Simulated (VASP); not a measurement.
VASP runs on Cr (bcc, AFM order) share one base input (PBE GGA, plane waves, VASP's PBE PAW potentials (set 64)) and change the settings named in each case.

INCAR:
```
ALGO = Normal
EDIFF = 1E-6
ENCUT = 400
GGA = PE
ISIF = 2
ISMEAR = 1
ISPIN = 2
LASPH = .TRUE.
LCHARG = .FALSE.
LMAXMIX = 4
LORBIT = 10
LREAL = .FALSE.
LWAVE = .FALSE.
MAGMOM = 1.5 -1.5
NELM = 100
PREC = Accurate
SIGMA = 0.1
SYSTEM = Cr
```

POSCAR:
```
Cr
2.880
  1.0000000000   0.0000000000   0.0000000000
  0.0000000000   1.0000000000   0.0000000000
  0.0000000000   0.0000000000   1.0000000000
Cr
2
Cart
  0.0000000000   0.0000000000   0.0000000000
  0.5000000000   0.5000000000   0.5000000000
```

### KPOINTS
```
kpoints
0
G
 11 11 11
```

POTCAR, in this order: Cr_pv (PBE.64 set). Program: vasp_std.

| change | electronic steps |
|---|---|
| base run | 16 |
| ALGO = Fast | 20 |
| ALGO = VeryFast | 26 |
| ALGO = All | 26 |
| ALGO = Damped | 45 |
| ALGO = Conjugate | 26 |

Left out are runs that ran out of time, are held back, or changed the cell or the kind of run, fixed moments of cells without a moment, rows past the twelfth, gaps on odd meshes, pressures of charged cells and columns that move by less than the noise.

The compound is Cr in the bcc, AFM order structure. The cell was not relaxed at this level. The spin order is the one that the start imposed; others were not tried in this run.
